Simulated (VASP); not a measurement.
Method: PBE GGA, VASP's PBE PAW potentials (set 64) (plane waves; VASP).

The input files of a VASP run:

POSCAR:
```
Ho
1
    1.8039385620    -3.1245132989    -0.0000000000
    1.8039385620     3.1245132989    -0.0000000000
   -0.0000000000    -0.0000000000     5.5562598342
Ho
2
Direct
  0.3333330000   0.6666670000   0.2500000000
  0.6666670000   0.3333330000   0.7500000000
```

**INCAR**
```
! general
SYSTEM =Ho
PREC   =Accurate
ENCUT  =400
LREAL  =.False.
LASPH  =.True.

! electronic loop
EDIFF  =1E-8
NELM   =100
ALGO   =Normal
LMAXMIX=6

! smearing
ISMEAR =1
SIGMA  =0.1

! functional
GGA    =PE

! ions
IBRION =1
NSW    =30
ISIF   =2
EDIFFG =-0.001

! output
LWAVE  =.False.
LCHARG =.False.
```

File KPOINTS:
```
kpoints
0
gamma
11 11 6
0 0 0
```

POTCAR, in this order: Ho_3 (PBE.64 set). Program: vasp_std.

Output of the run:

File OSZICAR:
```
       N       E                     dE             d eps       ncg     rms          rms(c)
DAV:   1     0.583558083466E+02    0.58356E+02   -0.76010E+03  1989   0.108E+03
DAV:   2    -0.521426628696E+01   -0.63570E+02   -0.62234E+02  2502   0.454E+02
DAV:   3    -0.886650168259E+01   -0.36522E+01   -0.33928E+01  2822   0.725E+01
DAV:   4    -0.902162588874E+01   -0.15512E+00   -0.15214E+00  2827   0.105E+01
DAV:   5    -0.902532753424E+01   -0.37016E-02   -0.36964E-02  2767   0.170E+00    0.239E+01
DAV:   6    -0.902607809681E+01   -0.75056E-03   -0.25599E-02  2777   0.209E+00    0.143E+01
DAV:   7    -0.903462634167E+01   -0.85482E-02   -0.47427E-02  2648   0.294E+00    0.310E-01
DAV:   8    -0.903434173226E+01    0.28461E-03   -0.29223E-03  2443   0.584E-01    0.601E-02
DAV:   9    -0.903435977389E+01   -0.18042E-04   -0.20790E-04  2814   0.170E-01    0.329E-02
DAV:  10    -0.903435366924E+01    0.61047E-05   -0.27013E-05  2782   0.549E-02    0.440E-02
DAV:  11    -0.903435436588E+01   -0.69664E-06   -0.23514E-06  2668   0.151E-02    0.447E-03
DAV:  12    -0.903435461033E+01   -0.24445E-06   -0.30818E-07  2920   0.567E-03    0.191E-03
DAV:  13    -0.903435457694E+01    0.33386E-07   -0.90047E-09  1567   0.134E-03    0.312E-04
DAV:  14    -0.903435457933E+01   -0.23881E-08   -0.17426E-09  1447   0.950E-04
   1 F= -.90343546E+01 E0= -.90358528E+01  d E =-.903435E+01
```

File OUTCAR:
```
------------------------ aborting loop because EDIFF is reached ----------------------------------------
  FORCE on cell =-STRESS in cart. coord.  units (eV):
  Direction    XX          YY          ZZ          XY          YZ          ZX
  --------------------------------------------------------------------------------------
  Total       -0.0041477     -0.0041477      0.0198964      0.0000000      0.0000000     -0.0000000
  in kB       -0.1060957     -0.1060957      0.5089414      0.0000000      0.0000000     -0.0000000
  external PRESSURE =       0.0989167 kB  Pullay stress =       0.0000000 kB
  volume of cell :       62.63
      direct lattice vectors                 reciprocal lattice vectors
     1.803938562 -3.124513299  0.000000000     0.277171302 -0.160024923  0.000000000
     1.803938562  3.124513299  0.000000000     0.277171302  0.160024923  0.000000000
     0.000000000  0.000000000  5.556259834     0.000000000  0.000000000  0.179977184
 POSITION                                       TOTAL-FORCE (eV/Angst)
 -----------------------------------------------------------------------------------
      1.80394      1.04151      1.38906         0.000000      0.000000      0.000000
      1.80394     -1.04151      4.16719        -0.000000     -0.000000      0.000000
 -----------------------------------------------------------------------------------
    total drift:                               -0.000003      0.000091     -0.000011
  FREE ENERGIE OF THE ION-ELECTRON SYSTEM (eV)
  ---------------------------------------------------
  free  energy   TOTEN  =        -9.0343545793 eV

  energy  without entropy=       -9.0388493907  energy(sigma->0) =       -9.03585285

 reached required accuracy - stopping structural energy minimisation
```
(Selected blocks of OUTCAR.)

The 4f electrons are frozen in the core of the lanthanide potential, so 4f levels, which can set the real gap, and their magnetism are missing.

The compound is Ho in the hcp structure. It was relaxed first. The start is the result of an earlier pass.
